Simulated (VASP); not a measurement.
A convergence study with VASP on InP (zinc blende): one setting is varied, all else stays as given below, so the limit is that of these other settings.

```
InP
1.0
    0.00000     2.93500     2.93500
    2.93500     0.00000     2.93500
    2.93500     2.93500     0.00000
In P
1 1
Direct
  0.00000   0.00000   0.00000
  0.25000   0.25000   0.25000
```

Calculation: PBE GGA, VASP's PBE PAW potentials (set 64) (plane waves; VASP). The tightest run used: 550 eV cut-off, 13×13×13 Monkhorst-Pack mesh, Gaussian smearing of 0.050 eV, potentials In_d P.

Task: The settings run are 1×1×1 mesh; 2×2×2 mesh; 3×3×3 mesh; 4×4×4 mesh; 5×5×5 mesh; 6×6×6 mesh; 7×7×7 mesh; 8×8×8 mesh; 9×9×9 mesh; 10×10×10 mesh; 11×11×11 mesh; 12×12×12 mesh; 13×13×13 mesh. From which on does the energy per atom stay within 0.01 eV/atom of the tightest run?

Result: From 6×6×6 mesh on: it is off by 0.0000 there and by no more than 0.01 in any finer run, while 5×5×5 mesh is off by 0.0178.
```csv
setting,E (eV/atom),pressure (GPa),irreducible k-points,difference judged (eV/atom)
1×1×1 mesh,3.3118,38.76,1,7.5055
2×2×2 mesh,-4.1441,3.19,2,0.0496
3×3×3 mesh,-3.9946,3.80,4,0.1990
4×4×4 mesh,-4.1930,2.96,10,0.0007
5×5×5 mesh,-4.1759,2.98,10,0.0178
6×6×6 mesh,-4.1937,2.96,28,0.0000
7×7×7 mesh,-4.1912,2.94,20,0.0025
8×8×8 mesh,-4.1937,2.96,60,0.0000
9×9×9 mesh,-4.1932,2.95,35,0.0005
10×10×10 mesh,-4.1937,2.96,110,0.0000
11×11×11 mesh,-4.1936,2.96,56,0.0001
12×12×12 mesh,-4.1937,2.96,182,0.0000
13×13×13 mesh,-4.1937,2.96,84,0.0000
```

Left out are rungs that failed or repeat a setting and relaxations that didn't move; long series are thinned to 24 rows.

The compound is InP in the zinc blende structure. The cell was not relaxed at this level.
